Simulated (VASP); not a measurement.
Given:

```xyz
3
Lattice="0.0000 2.9420 2.9420 2.9420 0.0000 2.9420 2.9420 2.9420 0.0000" Properties=species:S:1:pos:R:3 pbc="T T T"
Pb     5.8841     2.9420     2.9420
F      1.4710     1.4710     1.4710
F      4.4131     4.4131     4.4131
```

Calculation: revTPSS meta-GGA, VASP's PBE PAW potentials (set 64) (plane waves; VASP). Settings: 520 eV cut-off, 6×6×6 Γ-centred mesh, Gaussian smearing of 0.050 eV, potentials Pb_d F.

Energy and stress use the plane-wave basis of the starting cell.

**Question.** The ions, cell shape and volume are relaxed. Predict the relaxed structure.

**Answer.** 
```xyz
3
Lattice="0.0000 2.9629 2.9629 2.9629 0.0000 2.9629 2.9629 2.9629 0.0000" Properties=species:S:1:pos:R:3 pbc="T T T"
Pb     0.0000     0.0000     0.0000
F      1.4815     1.4815     1.4815
F      4.4444     4.4444     4.4444
```
Space group Fm-3m (225), at a tolerance of 0.03 Å.

**Question.** How do energy and volume change from the first to the last step?

**Answer.** The energy (σ→0) changes by -2.0 meV/atom and the volume by +2.1 %, in 3 ionic steps.

The compound is PbF2 in the fluorite structure, the β form. This run relaxes it. Symmetry was kept, so distortions that lower it aren't found.
